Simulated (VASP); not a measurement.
A VASP calculation is set up with these files.

POSCAR:
```
BeS
1
    0.0000000000     2.3971863600     2.3971863600
    2.3971863600     0.0000000000     2.3971863600
    2.3971863600     2.3971863600     0.0000000000
Be S
1 1
Direct
  0.0000000000   0.0000000000   0.0000000000
  0.2500000000   0.2500000000   0.2500000000
```

### INCAR
```
ENCUT = 520
LWAVE = F
NELM = 100   # most electronic steps
SIGMA = 0.05   # width (eV)
ISMEAR = 0   # Gaussian
LCHARG = F
SYSTEM = BeS
PREC = Accurate
EDIFF = 1E-7   # SCF stop (eV)
LASPH = T
ALGO = Normal
LREAL = F   # projection in real space or not
IVDW = 11   # D3, zero damping
GGA = PE   # PBE
ISIF = 2   # forces and stress, cell fixed
```

KPOINTS:
```
Automatic mesh
0
gamma
  9 9 9
0 0 0
```

POTCAR, in this order: Be S (PBE.64 set). Program: vasp_std.

### Question
Translate this PBE-D3 (zero damping) calculation to Quantum ESPRESSO's pw.x.

### Answer
One equivalent input (not run):
```
&CONTROL
  calculation = 'scf'
  pseudo_dir = './pseudo'
  outdir = './out'
  tprnfor = .true.
  tstress = .true.
/
&SYSTEM
  ibrav = 0
  nat = 2
  ntyp = 2
  ecutwfc = 88
  occupations = 'smearing'
  smearing = 'gaussian'
  degauss = 0.003675
  input_dft = 'pbe'
  vdw_corr = 'grimme-d3'
  dftd3_version = 3
  dftd3_threebody = .false.
/
&ELECTRONS
  conv_thr = 7.3e-09
  electron_maxstep = 100
/
ATOMIC_SPECIES
  Be 9.012 Be.upf
  S 32.060 S.upf
CELL_PARAMETERS angstrom
     0.0000000    2.3971864    2.3971864
     2.3971864    0.0000000    2.3971864
     2.3971864    2.3971864    0.0000000
ATOMIC_POSITIONS crystal
  Be   0.0000000  0.0000000  0.0000000
  S    0.2500000  0.2500000  0.2500000
K_POINTS automatic
  9 9 9 0 0 0
```
The two are equivalent in intent, not identical: the potentials are each code's own (VASP's PAW set, PseudoDojo norm-conserving files in pw.x), so ENCUT and ecutwfc are chosen apart and not converted; conv_thr bounds pw.x's estimated SCF error, while EDIFF bounds the energy change between steps.

The compound is BeS in the zinc blende structure. This cell is one point of a volume scan, at 0.97 of the reference volume.
